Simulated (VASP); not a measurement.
Consider the following.

```
CELL_PARAMETERS angstrom
      4.08425     0.00000     0.00000
     -2.04213     3.53707     0.00000
      0.00000     0.00000     6.92029
ATOMIC_POSITIONS crystal
  In 0.33333 0.66667 0.00487
  In 0.66667 0.33333 0.50487
  Sb 0.33333 0.66667 0.37013
  Sb 0.66667 0.33333 0.87013
```

All values below come from PBEsol GGA, VASP's PBE PAW potentials (set 64) (plane waves; VASP). Run with 500 eV cut-off, 6×6×4 Γ-centred mesh, Gaussian smearing of 0.050 eV, potentials In_d Sb.

### Question
What does the run give for the energy per atom (σ→0), pressure?

### Answer

| Quantity | Value |
|---|---|
| energy per atom (σ→0) | -305.6 kJ/mol of atoms |
| pressure | 300.2 kbar |

The absolute energy has meaning only against runs of the same code, potentials and settings.

The structure was generated: InSb was put into the wurtzite type (P6_3mc), which need not be its known phase. It was relaxed first under an external pressure of 30 GPa.
